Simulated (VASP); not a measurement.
```yaml
crystal:
  lattice:
    - [1.85093, -3.20591, 0.00000]
    - [1.85093, 3.20591, 0.00000]
    - [0.00000, 0.00000, 6.63756]
  atoms:
    - { symbol: Sn, position: [0.00000, 0.00000, 0.00000] }
    - { symbol: S, position: [0.33333, 0.66667, 0.22272] }
    - { symbol: S, position: [0.66667, 0.33333, 0.77728] }
```

Level of theory: PBE GGA, VASP's PBE PAW potentials (set 64) (plane waves; VASP 6.6.1). Numerical set-up: 520 eV cut-off, Gaussian smearing of 0.050 eV, potentials Sn_d S.

Without a dispersion term in the relaxation, distances and binding between the weakly bound layers, chains or molecules are unreliable, and so is what depends on them. Unless said otherwise, spin-orbit coupling is left out, though it shifts the bands of the heavy elements here.

Task: What does the run give for the band gap (along the path) with the smallest direct gap where there is one?

Result: 
```yaml
band gap (along the path): 1.53 eV
smallest direct gap (along the path): 1.80 eV
```

Total energies compare only between runs with the same potentials, cut-off and functional.

The compound is SnS2 in the 1T layered structure. It was relaxed first, which changed the volume by +16 %.
